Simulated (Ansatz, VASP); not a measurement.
## BiN in two plane-wave programs

Aim: how closely do two programs agree when they are given the same cell, functional and k mesh? The cell is generated by rule, not measured, and may not be a known phase. Of the first pair: The cell is taken from a series of runs on this material, whose earlier steps may have relaxed, scaled, displaced or heated it; both programs get it as it stands.

Method: plane waves, with VASP 6.6.1 beside it; relaxation of cell and atoms at PBEsol, in Ansatz 0.2.0.

## (1) Set-up

Symmetry: Fm-3m, No. 225, cubic system. The conventional cell has a = 5.085 Å, b = 5.085 Å, c = 5.085 Å, α = 90.00°, β = 90.00°, γ = 90.00°. Nearest to Bi lie 6 N at 2.54 Å. Nearest to N lie 6 Bi at 2.54 Å. Farther neighbours and most contacts between anions are not listed.

As a file:

```
Bi N
1.0
     0.00000    2.54229    2.54229
     2.54229    0.00000    2.54229
     2.54229    2.54229    0.00000
Bi N
1 1
Direct
  0.00000 0.00000 0.00000
  0.50000 0.50000 0.50000
```

## (2) VASP: relaxation of cell and atoms, PBEsol, pair 1

The relaxed volume is the usual yardstick between codes: in a stiff, nearly cubic crystal its relative difference is about their pressure difference at one cell divided by the bulk modulus.

Lines of VASP's logs that name or quote its potential files are left out, and so is its time.

INCAR

```
SYSTEM = BiN
PREC = Accurate
ENCUT = 600
EDIFF = 1E-07
NELM = 120
ISMEAR = 0
SIGMA = 0.02
LREAL = .FALSE.
ALGO = Normal
GGA = PS
NBANDS = 16
LORBIT = 11
LWAVE = .FALSE.
LCHARG = .FALSE.
ISIF = 3
IBRION = 2
NSW = 80
EDIFFG = -0.005
LASPH = .TRUE.
GGA_COMPAT = .FALSE.
NELMIN = 4
EFERMI = MIDGAP
KPAR = 2
```

POSCAR

```
BiN
1.0
    0.0000000000      2.5422930000      2.5422930000
    2.5422930000      0.0000000000      2.5422930000
    2.5422930000      2.5422930000      0.0000000000
Bi N
1 1
Direct
    0.0000000000      0.0000000000      0.0000000000
    0.5000000000      0.5000000000      0.5000000000
```

KPOINTS

```
Automatic mesh
0
Gamma
10 10 10
0 0 0
```

PAW data sets: Bi_d and N (PBE family, release 64).

Started as:

```bash
$ mpirun -np 2 vasp_std
```

Numbers of over 12 decimals in the logs are rounded to 6 here.

The program printed:

```text
[banner, memory and clock lines left out]
running    2 mpi-ranks, on    1 nodes
 distrk:  each k-point on    1 cores,    2 groups
 distr:  one band on    1 cores,    1 groups

 POSCAR found type information on POSCAR BiN
 POSCAR found :  2 types and       2 ions
|                                                                             |
|               ----> ADVICE to this user running VASP <----                  |
|                                                                             |
|     You enforced a specific xc type in the INCAR file but a different       |
|     [... a line on the potential file left out ...]
|     I HOPE YOU KNOW WHAT YOU ARE DOING!                                     |
|                                                                             |

 LDA part: xc-table for (Slater+PW92), standard interpolation
 POSCAR, INCAR and KPOINTS ok, starting setup
 FFT: planning ... GRIDC
 FFT: planning ... GRID_SOFT
 FFT: planning ... GRID
 WAVECAR not read
 entering main loop
       N       E                     dE             d eps       ncg     rms          rms(c)
DAV:   1     0.164814557420E+03    0.16481E+03   -0.11831E+04  1536   0.171E+03
DAV:   2    -0.194054177170E+01   -0.16676E+03   -0.16085E+03  1720   0.417E+02
DAV:   3    -0.131609311963E+02   -0.11220E+02   -0.11187E+02  1824   0.104E+02
DAV:   4    -0.134006742251E+02   -0.23974E+00   -0.23968E+00  1976   0.164E+01
DAV:   5    -0.134096342343E+02   -0.89600E-02   -0.89599E-02  2240   0.275E+00    0.758E+00
DAV:   6    -0.118644949412E+02    0.15451E+01   -0.16028E+01  2256   0.234E+01    0.416E+00
DAV:   7    -0.116087611508E+02    0.25573E+00   -0.15621E+00  1800   0.723E+00    0.158E+00
DAV:   8    -0.116258154635E+02   -0.17054E-01   -0.38278E-01  1560   0.435E+00    0.182E+00
DAV:   9    -0.115940230719E+02    0.31792E-01   -0.10079E-01  1648   0.198E+00    0.294E-01
DAV:  10    -0.115942230622E+02   -0.19999E-03   -0.23035E-03  2016   0.329E-01    0.141E-01
DAV:  11    -0.115942064488E+02    0.16613E-04   -0.36561E-04  1816   0.110E-01    0.306E-02
DAV:  12    -0.115941997626E+02    0.66862E-05   -0.25738E-05  1824   0.395E-02    0.130E-02
DAV:  13    -0.115941990476E+02    0.71503E-06   -0.19190E-06  1984   0.151E-02    0.193E-03
DAV:  14    -0.115941989786E+02    0.68962E-07   -0.71661E-08  1192   0.205E-03
   1 F= -.11594199E+02 E0= -.11594199E+02  d E =-.115942E+02
 curvature:   0.00 expect dE= 0.000E+00 dE for cont linesearch  0.000E+00
 trial: gam= 0.00000 g(F)=  0.575E-60 g(S)=  0.116E-03 ort = 0.000E+00 (trialstep = 0.100E+01)
 search vector abs. value=  0.116E-03
 bond charge predicted
       N       E                     dE             d eps       ncg     rms          rms(c)
DAV:   1    -0.115957757199E+02   -0.15767E-02   -0.40130E-02  1928   0.337E+00    0.229E-01
DAV:   2    -0.115944390069E+02    0.13367E-02   -0.28536E-03  1920   0.821E-01    0.827E-02
DAV:   3    -0.115942017146E+02    0.23729E-03   -0.75433E-04  2120   0.469E-01    0.225E-02
DAV:   4    -0.115941928043E+02    0.89103E-05   -0.88817E-05  2080   0.108E-01    0.696E-03
DAV:   5    -0.115941973985E+02   -0.45942E-05   -0.10578E-05  1704   0.238E-02    0.214E-03
DAV:   6    -0.115941975026E+02   -0.10405E-06   -0.62512E-07  2192   0.128E-02    0.128E-03
DAV:   7    -0.115941972580E+02    0.24459E-06   -0.16276E-07  1320   0.288E-03    0.268E-04
DAV:   8    -0.115941972424E+02    0.15631E-07   -0.10924E-08   840   0.134E-03
   2 F= -.11594197E+02 E0= -.11594197E+02  d E =0.173626E-05
 trial-energy change:    0.000002  1 .order    0.000002   -0.000116    0.000120
 step:   0.4938(harm=  0.4904)  dis= 0.00000  next Energy=   -11.594228 (dE=-0.286E-04)
 bond charge predicted
       N       E                     dE             d eps       ncg     rms          rms(c)
DAV:   1    -0.115946334398E+02   -0.43618E-03   -0.10334E-02  1928   0.172E+00    0.116E-01
DAV:   2    -0.115942919519E+02    0.34149E-03   -0.73628E-04  1920   0.415E-01    0.419E-02
DAV:   3    -0.115942311491E+02    0.60803E-04   -0.19469E-04  2104   0.237E-01    0.115E-02
DAV:   4    -0.115942278871E+02    0.32620E-05   -0.23151E-05  2072   0.549E-02    0.353E-03
DAV:   5    -0.115942273777E+02    0.50947E-06   -0.27447E-06  1680   0.122E-02    0.110E-03
DAV:   6    -0.115942272690E+02    0.10862E-06   -0.15065E-07  1456   0.653E-03    0.611E-04
DAV:   7    -0.115942273399E+02   -0.70886E-07   -0.42417E-08   888   0.160E-03
   3 F= -.11594227E+02 E0= -.11594227E+02  d E =-.283613E-04
 curvature:  -0.25 expect dE=-0.196E-08 dE for cont linesearch -0.196E-08
 trial: gam=-0.00825 g(F)=  0.180E-60 g(S)=  0.801E-08 ort = 0.963E-06 (trialstep = 0.899E+00)
 search vector abs. value=  0.101E-09
 reached required accuracy - stopping structural energy minimisation
```

Parts of OUTCAR (step 2):

```text
ion  position               nearest neighbor table
   1  0.000  0.000  0.000-   2 2.54   2 2.54   2 2.54   2 2.54   2 2.54   2 2.54
   2  0.500  0.500  0.500-   1 2.54   1 2.54   1 2.54   1 2.54   1 2.54   1 2.54

  LATTYP: Found a face centered cubic cell.
 ALAT       =     5.0845860000

 Subroutine GETGRP returns: Found 48 space group operations
 (whereof 48 operations were pure point group operations)

The static configuration has the point symmetry O_h .

 Found     47 irreducible k-points:

   k-points           NKPTS =     47   k-points in BZ     NKDIM =     47   number of bands    NBANDS=     16

   dimension x,y,z NGX =    30 NGY =   30 NGZ =   30
   dimension x,y,z NGXF=    60 NGYF=   60 NGZF=   60

   ENCUT  =  600.0 eV  44.10 Ry    6.64 a.u.   7.18  7.18  7.18*2*pi/ulx,y,z

   NELECT =      20.0000    total number of electrons

 k-points in reciprocal lattice and weights: Automatic mesh
   0.00000000  0.00000000  0.00000000       0.001
   0.10000000  0.00000000  0.00000000       0.008
   0.20000000  0.00000000  0.00000000       0.008
   0.30000000  0.00000000  0.00000000       0.008
   0.40000000  0.00000000  0.00000000       0.008
   0.50000000  0.00000000  0.00000000       0.004
   0.10000000  0.10000000  0.00000000       0.006
   0.20000000  0.10000000  0.00000000       0.024
   0.30000000  0.10000000  0.00000000       0.024
[...]
-0.30000000  0.40000000  0.20000000       0.024
  -0.30000000  0.50000000  0.20000000       0.012

 average (electrostatic) potential at core
       1-101.7417       2 -59.4721

 E-fermi :   9.0993

 k-point     1 :       0.0000    0.0000    0.0000
  band No.  band energies     occupation
    ...
      6      -7.5931      2.00000
      7       1.9637      2.00000
      8       6.7862      2.00000
      9       6.7862      2.00000
     10       6.7862      2.00000
     11      15.5341      0.00000
     12      15.5341      0.00000
     13      15.5341      0.00000
     14      17.9171      0.00000
     15      18.5629      0.00000
    ...

 k-point     2 :       0.1000    0.0000    0.0000
  band No.  band energies     occupation
    ...
      6      -7.4421      2.00000
      7       1.5744      2.00000
      8       6.8280      2.00000
      9       6.8280      2.00000
     10       7.0275      2.00000
     11      14.2593      0.00000
     12      14.9774      0.00000
     13      14.9774      0.00000
     14      17.1800      0.00000
     15      18.9170      0.00000
    ...

 k-point     3 :       0.2000    0.0000    0.0000
  band No.  band energies     occupation
    ...
      6      -6.9962      2.00000
      7       0.6050      2.00000
      8       6.9499      2.00000
      9       6.9499      2.00000
     10       7.5282      2.00000
     11      12.3317      0.00000
     12      13.8506      0.00000
     13      13.8506      0.00000
     14      16.9582      0.00000
     15      19.7171      0.00000
    ...

  Total       -0.0003328     -0.0003328     -0.0003328     -0.0000000      0.0000000     -0.0000000
  in kB       -0.0162481     -0.0162481     -0.0162481     -0.0000000      0.0000000     -0.0000000
  external PRESSURE =      -0.0162481 kB  Pullay stress =       0.0000000 kB

  energy-cutoff  :      600.00
  volume of cell :       32.82
      direct lattice vectors                 reciprocal lattice vectors
    -0.000000000  2.541082171  2.541082171    -0.196766561  0.196766561  0.196766561
     2.541082171  0.000000000  2.541082171     0.196766561 -0.196766561  0.196766561
     2.541082171  2.541082171  0.000000000     0.196766561  0.196766561 -0.196766561

 POSITION                                       TOTAL-FORCE (eV/Angst)
 -----------------------------------------------------------------------------------
      0.00000      0.00000      0.00000        -0.000000      0.000000      0.000000
      2.54108      2.54108      2.54108         0.000000     -0.000000     -0.000000
 -----------------------------------------------------------------------------------
    total drift:                                0.000000      0.000000      0.000000

  FREE ENERGIE OF THE ION-ELECTRON SYSTEM (eV)
  ---------------------------------------------------
  free  energy   TOTEN  =       -11.5942273399 eV

  energy  without entropy=      -11.5942273399  energy(sigma->0) =      -11.59422734

 reached required accuracy - stopping structural energy minimisation

 total charge
# of ion       s       p       d       tot
------------------------------------------
    1        1.621   1.017  10.004  12.642
    2        1.300   2.216   0.000   3.516
--------------------------------------------------
tot          2.921   3.233  10.004  16.158

[... 3 further parts left out ...]
```

CONTCAR:

```
BiN
   1.00000000000000
    -0.0000000000000000    2.5410821711743878    2.5410821711743878
     2.5410821711743878    0.0000000000000000    2.5410821711743878
     2.5410821711743878    2.5410821711743878    0.0000000000000000
  Bi              N
     1     1
Direct
     0.0000000000000000    0.0000000000000000    0.0000000000000000
     0.5000000000000000    0.5000000000000000    0.5000000000000000
```

## (3) Ansatz: relaxation of cell and atoms, PBEsol, pair 1

Ansatz runs on its default PAW (the set named soft_2) files.

The same cell, functional, mesh and smearing now go to Ansatz, which takes its cutoff from its data sets.

input.yaml

```yaml
crystal:
  lattice:
    - [0.0, 2.5422926043, 2.5422926043]
    - [2.5422926043, 0.0, 2.5422926043]
    - [2.5422926043, 2.5422926043, 0.0]
  atoms:
    - { symbol: Bi, position: [0.0, 0.0, 0.0] }
    - { symbol: "N", position: [0.5, 0.5, 0.5] }
kpoints:
  mp_grid: { grid: [10, 10, 10] }
hamiltonian:
  xc: pbesol
scf:
  occupations: { method: gaussian, width: 0.02 }
output:
  forces: true
  stress: true
  eigenvalues: true
relax:
  adjacent_minimum: "off"
  f_tol: 0.005
  max_steps: 80
  cell: { stress_tol: 0.05 }
```

Started as:

```bash
$ ansatz run input.yaml --threads 4 --pin off --max-ram 7168MiB --backend cpu --events-out ev --progress --plain --runs-dir out
```

The program printed:

```text
Engine: ansatz 0.2.0, aarch64-unknown-linux-gnu
Pseudopotentials: kind: paw
Pseudopotential: Bi, paw, valence charge 15, recommended cutoff 420 eV (normal), Bi.paw.azcp
Pseudopotential: N, paw, valence charge 5, recommended cutoff 420 eV (normal), N.paw.azcp
Functional definition: PBEsol
  exchange = pbesol_x
  correlation = pbesol_c
Crystal: 2 atoms, lattice volume = 32.863 Å³
Basis set: ecut = 420 eV, 645 PW (Γ), exchange–correlation on 50×50×50 points (8 copies of the dense FFT grid, shifted against one another)
Bands: 14, of which v1, the nominal top of the filled ones, is band 10 counted from 1 (9 counted from 0)
Symmetry: 48 space group operations
Space group: Fm-3m (ITA 225), of the structure as read, at distance tolerance 3.2e-5 Å
k-points: 47 of 1000
Non-local potential: Bi, projectors of the file, l = 0: 2, l = 1: 2, l = 2: 2, l = 3: 2
Non-local potential: N, projectors of the file, l = 0: 2, l = 1: 2, l = 2: 1
PAW form: soft (Blöchl's): semilocal exchange-correlation on the pseudo side does not see the compensation charge
PAW frozen core: Bi, regenerated for the run's functional, and the local potential with it (the file was generated under x = pbe(κ = 0.804, μ = 0.219515), c = pbe(β = 0.066725))
PAW frozen core: N, regenerated for the run's functional, and the local potential with it (the file was generated under x = pbe(κ = 0.804, μ = 0.219515), c = pbe(β = 0.066725))
PAW one-centre angular grid: Bi, 590 points (default); XC on 64 Gauss nodes
PAW one-centre angular grid: N, 110 points (default); XC on 64 Gauss nodes
Initial density: superposition of atomic densities (neutral atoms: chi_scale 0, normalization atom), corrected by the library's trained network
Initial wavefunctions: pseudopotential atomic-orbital guess
Functional: x = pbesol(κ = 0.804, μ = 0.123457), c = pbesol(β = 0.046)
SCF iter   1: F=—  HF=-12619.183352 eV  |F-HF|=—  |Δ(HF+E_count)|=         —  Δρ=1.91e-2  dr2=1.51e-1  ethr=1.77e-3  ⟨swp⟩=5.9  Hψ=3397  notcnv=0
preconditioner: auto → none  [insulator: Δε(μ)=0.147 eV  Ē_g=19.654 eV  σ=0.020 eV  W_gap=1.00  n_scr=14 (ndim 8)  ℏωp=29.0 eV  f_vac=0.000  D(μ)=0.00/eV (n_scr^D=0)  ε∞_Penn≈3.2]
SCF iter   2: F=—  HF=-12619.156915 eV  |F-HF|=—  |Δ(HF+E_count)|=   2.64e-2  Δρ=7.96e-3  dr2=2.91e-2  ethr=7.54e-4  ⟨swp⟩=2.0  Hψ=1157  notcnv=0
SCF iter   3: F=—  HF=-12619.150987 eV  |F-HF|=—  |Δ(HF+E_count)|=   5.93e-3  Δρ=8.40e-4  dr2=2.01e-4  ethr=1.46e-4  ⟨swp⟩=2.0  Hψ=913  notcnv=0
SCF iter   4: F=—  HF=-12619.151023 eV  |F-HF|=—  |Δ(HF+E_count)|=   3.51e-5  Δρ=1.14e-4  dr2=3.17e-6  ethr=1.00e-6  ⟨swp⟩=2.2  Hψ=830  notcnv=0
SCF iter   5: F=—  HF=-12619.151023 eV  |F-HF|=—  |Δ(HF+E_count)|=   6.11e-7  Δρ=2.40e-5  dr2=9.44e-8  ethr=1.59e-8  ⟨swp⟩=2.0  Hψ=1093  notcnv=0
SCF iter   6: F=-12619.151023 eV  HF=-12619.151023 eV  |F-HF|=6.06e-9  |Δ(HF+E_count)|=   4.92e-8  Δρ=5.08e-6  dr2=5.75e-9  ethr=4.72e-10  ⟨swp⟩=3.1  Hψ=2845  notcnv=0
SCF 1 converged in 6 iterations: F = -12619.151023 eV  dr2 = 5.75e-9
  greatest PAW one-centre occupation: 0.991 electrons in one spin orbital (limit 2), on the Bi atom at site 0 (counted from 0), in its partial waves of l = 2
relax step   1: F+E_penalty+E_count = -12619.15102319 eV  Δ(F+E_penalty+E_count) = +0.000e0 eV  max|allowed force component| = 1.239e-29 eV/Å  Δτ_max = 0.0000 Å  P = -0.211 GPa  Ω = 32.863 Å³  (6 SCF iters, dr2 threshold 1.00e-7 eV, accepted)
[...]
relax step   2: F+E_penalty+E_count = -12619.15121301 eV  Δ(F+E_penalty+E_count) = -1.898e-4 eV  max|allowed force component| = 4.536e-30 eV/Å  Δτ_max = 0.0000 Å  P = +0.343 GPa  Ω = 32.732 Å³  energy of the carried Pulay correction = +2.428e-4 eV  (6 SCF iters, dr2 threshold 1.12e-7 eV, rejected (line search))
[...]
relax step   3: F+E_penalty+E_count = -12619.15114903 eV  Δ(F+E_penalty+E_count) = -1.258e-4 eV  max|allowed force component| = 2.156e-29 eV/Å  Δτ_max = 0.0000 Å  P = -0.001 GPa  Ω = 32.813 Å³  energy of the carried Pulay correction = +9.267e-5 eV  (7 SCF iters, accepted)
[...]
relax step   4: F+E_penalty+E_count = -12619.15108440 eV  Δ(F+E_penalty+E_count) = +6.463e-5 eV  max|allowed force component| = 2.551e-29 eV/Å  Δτ_max = 0.0000 Å  P = -0.005 GPa  Ω = 32.813 Å³  stress off target by 5.29e-3 GPa  SCF on the basis re-selected at this cell (its energy is not comparable with the rows above)  (8 SCF iters)
basis re-selected at this cell: Δ(F+E_penalty+E_count) = +6.463e-5 eV, ΔP = -0.004 GPa vs the last step (what re-selecting the basis moved, of the pressure what is left beyond the Pulay correction that the steps carried, after the strain that the cell walked since its last selection, with what the two solves' SCF thresholds leave and, on support functions, any second-order correction that the steps lacked; it is no m [...]
SCF converged after 8 iterations
Free energy (F): -12619.151084 eV
Harris-Foulkes:  -12619.151084 eV  (|F-HF|=1.82e-12)
Internal energy: -12619.151084 eV  (E = F + TS)
E sigma→0 (E₀):  -12619.151084 eV
Fermi energy:    13.403015 eV
--- Per-component energies (eV) ---
  E_band       = -28.302344
  E_kinetic    = 428.087600
  E_local      = -1382.351822  (includes V_loc(G=0)·N_el)
  E_nonlocal   = 611.292672
  E_hartree    = 420.390534
  E_xc         = -210.536064
  E_vxc        = -220.921147  (∫ρ·V_xc dr)
  E_paw        = -10630.696285  (= ΣΔE_a)
  E_vpaw       = -305.190354  (= ΣTr[D̂ρ^β])
  E_aug_tail   = -0.000360  (compensation charges beyond the density's cutoff)
  E_ewald      = -1855.455209
  E_core_change = 0.117851  (= ΣΔE_core)
  E_smearing   = -0.000000  (= −TS)
  E_closure    = 0.000000  (closes the sum)
  Σ components = -12619.151084   (vs F -12619.151084, Δ=0.00e0)
--- Forces (eV/Å), atoms counted from 1 ---
  atom   1  Bi    -0.00000000     0.00000000    -0.00000000
  atom   2  N      0.00000000    -0.00000000     0.00000000
  max |Σ_I F_I| component: 4.15e-29 eV/Å
--- Stress (GPa, compression-positive) ---
       -0.005291      -0.000000      -0.000000
       -0.000000      -0.005291      -0.000000
       -0.000000      -0.000000      -0.005291
  P = ⅓ Tr σ = -0.0053 GPa (-0.053 kbar)
--- Band table (eV; the first three rows and the last of 47) ---
  k-point 0: bands = [... 6 lower, 6.2736, 11.0832, 11.0832, 11.0832, 19.8391, 19.8391, 19.8391, 22.1968]
  k-point 1: bands = [... 6 lower, 5.8837, 11.1252, 11.1252, 11.3260, 18.5643, 19.2824, 19.2824, 21.4704]
  k-point 2: bands = [... 6 lower, 4.9133, 11.2476, 11.2476, 11.8286, 16.6371, 18.1557, 18.1557, 21.2522]
  k-point 46: bands = [... 6 lower, 3.2898, 7.1649, 8.0232, 12.2050, 16.2657, 17.7454, 17.9962, 22.5316]
--- Relaxed structure (3 steps of the walk, 2 accepted, 1 SCFs on fresh bases) ---
  F+E_penalty+E_count = -12619.15108440 eV   max|allowed force component| = 2.551e-29 eV/Å   (the final SCF, on the basis selected at the relaxed cell)
  cell:  # Å, volume = 32.8129 Å³
    - [0, 2.541002, 2.541002]
    - [2.541002, 0, 2.541002]
    - [2.541002, 2.541002, 0]
  atoms:
    - { symbol: Bi, position: [0, 0, 0] }
    - { symbol: N, position: [0.500000, 0.500000, 0.500000] }
```

Reading the cycles: dr2 is the Hartree energy of the density residual (eV), the measure of convergence; HF is the Harris–Foulkes estimate of the energy, which meets the free energy F at convergence.

## (4) Comparison

Known differences besides the potentials themselves: the cutoff is 420 eV in Ansatz and 600 eV in VASP; Ansatz makes its cores anew for this functional, VASP keeps those of its PBE data sets; Ansatz adds a Pulay correction to the stress that steers its cell, VASP none. Total energies have different zeros and are not compared.

The two programs side by side:

```
                                         quantity  Ansatz   VASP  difference
                                      volume (Å³)   32.81  32.82     -0.01 %
edge a after relaxation, in the typed setting (Å)   3.594  3.594     +0.00 %
```

[end of part 1 of 2]

[Lines on the potential files, build, host, timing and source positions are cut from VASP's logs without a mark.]

[Logs are printed without paths, hosts, clocks, repeated set-up lines and the standing remarks that a program may print on its own settings, such as how far it seeks lower states.]

[Hosts, paths, dates, database ids (printed as entryN), source tags and the programs' standing remarks are cut or masked in the printed files.]
